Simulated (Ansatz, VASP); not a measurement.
# ZnS (Wurtzite-2H) in two plane-wave programs

Aim: how closely do two programs agree when they are given the same cell, functional and k mesh? The cell is taken from a series of runs on this material, whose earlier steps may have relaxed, scaled, displaced or heated it; both programs get it as it stands.

Program: Ansatz 0.2.0. Level of theory: plane waves, with VASP 6.6.1 beside it; zone-centre phonons at PBE. Results are calculated unless marked as measured.

## Step 1: Starting point

It takes space group P6_3mc (No. 186, hexagonal). Conventional cell: a = 3.832 Å, b = 3.832 Å, c = 6.286 Å, α = 90.00°, β = 90.00°, γ = 120.00°. Nearest to S lie 4 Zn at 2.35 Å. Nearest to Zn lie 4 S at 2.35 Å. Farther neighbours and most contacts between anions are not listed.

## Step 2: Ansatz: zone-centre phonons, PBE

Ansatz runs on its PAW soft_1 files.

Second derivatives magnify differences that forces hide, and they need a tight electronic threshold.

File input.yaml:

```yaml
crystal:
  lattice:
    - [3.8320031465, 0.0, 0.0]
    - [-1.9160015732, 3.3186120722, 0.0]
    - [0.0, 0.0, 6.2858322142]
  atoms:
    - { symbol: S, position: [0.3333333333, 0.6666666667, 0.3797026966] }
    - { symbol: S, position: [0.6666666667, 0.3333333333, 0.8797026966] }
    - { symbol: Zn, position: [0.3333333333, 0.6666666667, 0.0052973034] }
    - { symbol: Zn, position: [0.6666666667, 0.3333333333, 0.5052973034] }
kpoints:
  mp_grid: { grid: [12, 12, 8] }
hamiltonian:
  xc: pbe
  pseudopotentials: { kind: paw, azcp: { folder: soft_1 } }
scf:
  occupations: { method: fixed }
output:
  eigenvalues: true
phonons:
  method: dfpt
  dielectric: true
  rigid_motions: translations
```

Launch:

```bash
$ ansatz run input.yaml --threads 8 --pin off --max-ram 16384MiB --backend cpu --events-out ev --progress --plain --runs-dir out
```

Numbers of over 12 decimals in the logs are rounded to 6 here.

What it wrote:

```text
Engine: ansatz 0.2.0, x86_64-unknown-linux-gnu
Pseudopotentials: kind: paw
Pseudopotential: S, paw, valence charge 6, recommended cutoff 420 eV (normal), soft_1/S.paw.azcp
Pseudopotential: Zn, paw, valence charge 12, recommended cutoff 420 eV (normal), soft_1/Zn.paw.azcp
Functional definition: PBE
  parameter kappa = 0.804
  parameter beta = 0.066725
  exchange = pbe_x(kappa = kappa, mu = beta*pi^2/3)
  correlation = pbe_c(beta = beta)
Crystal: 4 atoms, lattice volume = 79.937 Å³
Basis set: ecut = 420 eV, 1545 PW (Γ), exchange–correlation on 54×54×96 points (8 copies of the dense FFT grid, shifted against one another)
Bands: 22, of which v1, the nominal top of the filled ones, is band 18 counted from 1 (17 counted from 0)
Symmetry: 12 space group operations
k-points: 320 of 1152 (irreducible under 2 space group operations, time reversal used)
Non-local potential: S, projectors of the file, l = 0: 2, l = 1: 2, l = 2: 1
Non-local potential: Zn, projectors of the file, l = 0: 2, l = 1: 2, l = 2: 3, l = 3: 1
PAW form: soft (Blöchl's): semilocal exchange-correlation on the pseudo side does not see the compensation charge
PAW one-centre angular grid: S, 110 points (default); XC on 64 Gauss nodes
PAW one-centre angular grid: Zn, 590 points (default); XC on 64 Gauss nodes
Initial density: superposition of atomic densities (chi_scale 0.1, normalization cell, long waves kept (reshape's long-wave potential 0.00 eV rms))
Initial wavefunctions: pseudopotential atomic-orbital guess
Functional: x = pbe(κ = 0.804, μ = 0.219515), c = pbe(β = 0.066725)
SCF iter   1: F=—  HF=-8445.649459 eV  |F-HF|=—  |Δ(HF+E_count)|=         —  Δρ=4.13e-2  dr2=8.25e-1  ethr=3.10e-3  ⟨swp⟩=5.1  Hψ=35185  notcnv=0  defer=605
preconditioner: auto → Resta (q_TF=auto, 2.389 Å⁻¹)  ε∞=6.2  [insulator: Δε(μ)=2.316 eV  Ē_g=10.930 eV  n_scr=22 (ndim 8)  ℏωp=24.9 eV  f_vac=0.007  ε∞_Penn≈6.2]
SCF iter   2: F=—  HF=-8445.484636 eV  |F-HF|=—  |Δ(HF+E_count)|=   1.65e-1  Δρ=1.60e-2  dr2=1.74e-1  ethr=2.29e-3  ⟨swp⟩=2.0  Hψ=15240  notcnv=0  defer=634
SCF iter   3: F=—  HF=-8445.464096 eV  |F-HF|=—  |Δ(HF+E_count)|=   2.05e-2  Δρ=1.08e-2  dr2=6.15e-2  ethr=4.85e-4  ⟨swp⟩=2.0  Hψ=12803  notcnv=0  defer=637
SCF iter   4: F=—  HF=-8445.455123 eV  |F-HF|=—  |Δ(HF+E_count)|=   8.97e-3  Δρ=3.10e-3  dr2=5.53e-3  ethr=1.71e-4  ⟨swp⟩=2.0  Hψ=15363  notcnv=0  defer=637
SCF iter   5: F=—  HF=-8445.458481 eV  |F-HF|=—  |Δ(HF+E_count)|=   3.36e-3  Δρ=5.45e-4  dr2=2.99e-4  ethr=1.54e-5  ⟨swp⟩=3.1  Hψ=13406  notcnv=0  defer=637
SCF iter   6: F=—  HF=-8445.459010 eV  |F-HF|=—  |Δ(HF+E_count)|=   5.29e-4  Δρ=2.93e-4  dr2=7.82e-5  ethr=8.32e-7  ⟨swp⟩=2.1  Hψ=12940  notcnv=0  defer=637
SCF iter   7: F=—  HF=-8445.459132 eV  |F-HF|=—  |Δ(HF+E_count)|=   1.22e-4  Δρ=9.17e-5  dr2=2.88e-6  ethr=2.17e-7  ⟨swp⟩=2.0  Hψ=13309  notcnv=0  defer=632
SCF iter   8: F=—  HF=-8445.459136 eV  |F-HF|=—  |Δ(HF+E_count)|=   4.55e-6  Δρ=2.12e-5  dr2=2.51e-7  ethr=8.00e-9  ⟨swp⟩=2.0  Hψ=11918  notcnv=0  defer=32
SCF iter   9: F=—  HF=-8445.459136 eV  |F-HF|=—  |Δ(HF+E_count)|=   3.49e-7  Δρ=2.97e-6  dr2=8.77e-9  ethr=6.97e-10  ⟨swp⟩=2.0  Hψ=12652  notcnv=0  defer=32
SCF iter  10: F=—  HF=-8445.459136 eV  |F-HF|=—  |Δ(HF+E_count)|=   1.51e-8  Δρ=5.04e-7  dr2=2.41e-10  ethr=2.44e-11  ⟨swp⟩=2.0  Hψ=12800  notcnv=0  defer=33
SCF iter  11: F=-8445.459136 eV  HF=-8445.459136 eV  |F-HF|=3.27e-11  |Δ(HF+E_count)|=  2.44e-10  Δρ=1.82e-7  dr2=2.03e-11  ethr=1.00e-12  ⟨swp⟩=10.9  Hψ=54467  notcnv=0
SCF 1 converged in 11 iterations: F = -8445.459136 eV  dr2 = 2.03e-11
  greatest PAW one-centre occupation: 0.984 electrons in one spin orbital (limit 2), on the Zn atom at site 3 (counted from 0), in its partial waves of l = 2
DFPT response loops at Γ: preconditioner auto → Resta (q_TF=auto, 2.389 Å⁻¹)  ε∞=5.3 (no band partly filled); β = 1.00, the filter's whole step (`scf.mixing.beta` (0.50) is not read by the response loops at its default; to damp them type it under 1.00, their step now; it binds the ground state too); Broyden in place of MSR1
── the response to a field inside a basis, on 12×12×8 k-points: an SCF that follows is theirs, and a resumed run solves both again ──
Bands: 19, of which v1, the nominal top of the filled ones, is band 18 counted from 1 (17 counted from 0)
k-points: 168 of 1152 (irreducible under 4 space group operations, time reversal used)
Initial density: handed on by an earlier stage of this run
Initial wavefunctions: pseudopotential atomic-orbital guess (no wavefunctions were taken with the density)
Eigensolver: Dense (168 Hₖ)
SCF iter   1: F=—  HF=-8445.455799 eV  |F-HF|=—  |Δ(HF+E_count)|=         —  Δρ=1.51e-4  dr2=5.78e-6  ethr=1.00e-1
preconditioner: auto → Resta (q_TF=auto, 2.389 Å⁻¹)  ε∞=7.9  [insulator: Δε(μ)=2.346 eV  Ē_g=9.482 eV  n_scr=22 (ndim 8)  ℏωp=24.9 eV  f_vac=0.041  ε∞_Penn≈7.9]
SCF iter   2: F=—  HF=-8445.455801 eV  |F-HF|=—  |Δ(HF+E_count)|=   1.53e-6  Δρ=2.08e-4  dr2=1.57e-5  ethr=1.61e-8
SCF iter   3: F=—  HF=-8445.455801 eV  |F-HF|=—  |Δ(HF+E_count)|=   3.54e-7  Δρ=2.13e-5  dr2=8.30e-8  ethr=1.61e-8
SCF iter   4: F=-8445.455799 eV  HF=-8445.455799 eV  |F-HF|=7.10e-8  |Δ(HF+E_count)|=   1.23e-6  Δρ=1.03e-5  dr2=2.01e-8  ethr=2.31e-10
SCF 1 converged in 4 iterations: F = -8445.455799 eV  dr2 = 2.01e-8
  greatest PAW one-centre occupation: 0.983 electrons in one spin orbital (limit 2), on the Zn atom at site 3 (counted from 0), in its partial waves of l = 2
DFPT response loops at Γ: preconditioner auto → Resta (q_TF=auto, 2.389 Å⁻¹)  ε∞=5.1 (no band partly filled); β = 1.00, the filter's whole step (`scf.mixing.beta` (0.50) is not read by the response loops at its default; to damp them type it under 1.00, their step now; it binds the ground state too); Broyden in place of MSR1
SCF converged after 11 iterations
Free energy (F): -8445.459136 eV
Harris-Foulkes:  -8445.459136 eV  (|F-HF|=3.27e-11)
Internal energy: -8445.459136 eV  (E = F + TS)
E sigma→0 (E₀):  -8445.459136 eV
Fermi energy:    5.622324 eV
--- Per-component energies (eV) ---
  E_band       = 5.139266
  E_kinetic    = 505.819799
  E_local      = -4557.746777  (includes V_loc(G=0)·N_el)
  E_nonlocal   = 1709.734609
  E_hartree    = 1737.314935
  E_xc         = -334.462789
  E_vxc        = -267.132900  (∫ρ·V_xc dr)
  E_paw        = -5013.087618  (= ΣΔE_a)
  E_vpaw       = -860.164587  (= ΣTr[D̂ρ^β])
  E_aug_tail   = -0.000525  (compensation charges beyond the density's cutoff)
  E_ewald      = -2493.030771
  E_smearing   = -0.000000  (= −TS)
  E_closure    = -0.000000  (closes the sum)
  Σ components = -8445.459136   (vs F -8445.459136, Δ=0.00e0)
--- Band table (eV; the first three rows and the last of 320) ---
  k-point 0: bands = [... 14 lower, 4.7523, 5.5444, 5.6223, 5.6223, 7.7403, 8.6880, 11.9210, 11.9210]
  k-point 1: bands = [... 14 lower, 4.7828, 5.1917, 5.5860, 5.5860, 8.0571, 8.7266, 11.9426, 11.9426]
  k-point 2: bands = [... 14 lower, 4.8705, 4.8705, 5.4843, 5.4843, 8.6376, 8.8368, 11.8635, 12.0161]
  k-point 319: bands = [... 14 lower, 3.1521, 3.1521, 4.2034, 4.2034, 10.0546, 10.0546, 11.9134, 11.9134]
--- Phonons (Γ-DFPT): 4 representative perturbations + reference, on 320 of 1152 k-points (Σ response iterations 13) ---
  k mesh reduced under 2 symmetry operations, with k and −k counted as one. Each operation leaves every solved perturbation unchanged. A smaller set is not considered because the run solves the response to a homogeneous field
  ASR residual: 1.295e-4 → 0.000e0 eV/Å²; symmetrization residual: 1.139e-5 eV/Å²
  ASR residual per site (eV/Å²): 6.55e-5 6.55e-5 1.29e-4 1.29e-4
  Γ frequencies (cm⁻¹): 0.00 0.00 0.00 69.47 69.47 189.46 262.05 267.43 267.43 273.11 273.11 325.90
  ε∞ (high-frequency dielectric tensor):
        5.813541    -0.000000    -0.000000
       -0.000000     5.813541    -0.000000
       -0.000000    -0.000000     5.929395
  ε⁰ (static dielectric tensor: ions relaxed, cell fixed):
        8.849008    -0.000000    -0.000000
       -0.000000     8.849008    -0.000000
       -0.000000    -0.000000     9.431849
  ε⁰ − ε∞ (ionic part):
        3.035468     0.000000    -0.000000
        0.000000     3.035468    -0.000000
       -0.000000    -0.000000     3.502454
  softest optical mode at Γ: 69.47 cm⁻¹; the repairs (sum rule, projections) moved no ω² at Γ by more than (1.31 cm⁻¹)²
  Born effective charges Z* (e; rows j = field, columns β = displacement):
    site 0:
        -1.94765    0.00000    0.00000
         0.00000   -1.94765    0.00000
         0.00000    0.00000   -2.04999
    site 1:
        -1.94765    0.00000    0.00000
         0.00000   -1.94765    0.00000
         0.00000    0.00000   -2.04999
    site 2:
         1.94765   -0.00000   -0.00000
        -0.00000    1.94765   -0.00000
        -0.00000   -0.00000    2.04999
    site 3:
         1.94765   -0.00000   -0.00000
        -0.00000    1.94765    0.00000
        -0.00000   -0.00000    2.04999
  Z* charge neutrality: 1.661e-3 e pre-enforcement
  solved inside a basis spanned on kpoints, on 12×12×8 k-points, its susceptibility summed on 16×16×8: ε∞ is read to err by 1.9e-2, Z* by 1.3e-2 e (field_mesh: kpoints solves on kpoints); Z* is corrected for what the basis lacks
  optical modes at Γ without the LO–TO term, one row a degenerate level:
      ω (cm⁻¹)  modes    IR ((D/Å)²/amu)
         69.47      2             0.0000
        189.46      1             0.0000
        262.05      1             9.0142
[...]
optical modes at Γ + LO–TO along q̂ = [1.0000, 0.0000, 0.0000]:
      ω (cm⁻¹)  modes    IR ((D/Å)²/amu)
[...]
optical modes at Γ + LO–TO along q̂ = [0.0000, 1.0000, 0.0000]:
      ω (cm⁻¹)  modes    IR ((D/Å)²/amu)
[...]
325.90      1             0.0000
        329.95      1             8.1366
  optical modes at Γ + LO–TO along q̂ = [0.0000, 0.0000, 1.0000]:
      ω (cm⁻¹)  modes    IR ((D/Å)²/amu)
         69.47      2             0.0000
        189.46      1             0.0000
        267.43      2            16.2732
        273.11      2             0.0000
        325.90      1             0.0000
        330.50      1             9.0142
```

Reading the cycles: dr2 is the Hartree energy of the density residual (eV), the measure of convergence; HF is the Harris–Foulkes estimate of the energy, which meets the free energy F at convergence.

(Part 1 of 3 ends here.)

[Lines on the potential files, build, host, timing and source positions are cut from VASP's logs without a mark.]

[Logs are printed without paths, hosts, clocks, repeated set-up lines and the standing remarks that a program may print on its own settings, such as how far it seeks lower states.]

[Hosts, paths, dates, database ids (printed as entryN), source tags and the programs' standing remarks are cut or masked in the printed files.]
